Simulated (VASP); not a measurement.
A VASP calculation is set up with these files.

### INCAR
```
ENCUT  =  500   ! plane-wave cut-off (eV)
ISIF  =  3
ALGO  =  Normal
GGA  =  PS   ! PBEsol
EDIFFG  =  -0.02   ! ionic stop
NSW  =  40   ! most ionic steps
LREAL  =  F   ! projection in real space or not
LCHARG  =  F
NELM  =  100
IBRION  =  2   ! conjugate gradients
LASPH  =  T
SIGMA  =  0.1   ! width (eV)
SYSTEM  =  Al
LWAVE  =  F
PREC  =  Accurate
EDIFF  =  1E-6   ! SCF stop (eV)
ISMEAR  =  1   ! Methfessel-Paxton
```

File KPOINTS:
```
Automatic mesh
0
Gamma
16 16 16
0 0 0
```

**POSCAR**
```
Al
1
    0.0000000000     2.0083039507     2.0083039507
    2.0083039507    -0.0000000000     2.0083039507
    2.0083039507     2.0083039507     0.0000000000
Al
1
Direct
  0.0000000000   1.0000000000   1.0000000000
```

POTCAR, in this order: Al (PBE.64 set). Program: vasp_std.

Task: Translate this PBEsol calculation to Quantum ESPRESSO's pw.x.

Result: One equivalent input (not run):
```
&CONTROL
  calculation = 'vc-relax'
  pseudo_dir = './pseudo'
  outdir = './out'
  tprnfor = .true.
  tstress = .true.
  nstep = 40
  forc_conv_thr = 0.00078
/
&SYSTEM
  ibrav = 0
  nat = 1
  ntyp = 1
  ecutwfc = 40
  occupations = 'smearing'
  smearing = 'methfessel-paxton'
  degauss = 0.00735
  input_dft = 'pbesol'
/
&ELECTRONS
  conv_thr = 7.3e-08
  electron_maxstep = 100
/
&IONS
/
&CELL
/
ATOMIC_SPECIES
  Al 26.982 Al.upf
CELL_PARAMETERS angstrom
     0.0000000    2.0083040    2.0083040
     2.0083040   -0.0000000    2.0083040
     2.0083040    2.0083040    0.0000000
ATOMIC_POSITIONS crystal
  Al   0.0000000  1.0000000  1.0000000
K_POINTS automatic
  16 16 16 0 0 0
```
Limits of the translation: the potentials are each code's own (VASP's PAW set, PseudoDojo norm-conserving files in pw.x), so ENCUT and ecutwfc are chosen apart and not converted; conv_thr bounds pw.x's estimated SCF error, while EDIFF bounds the energy change between steps; forc_conv_thr acts on force components and is met together with etot_conv_thr.

The compound is Al in the fcc structure. It was relaxed first.
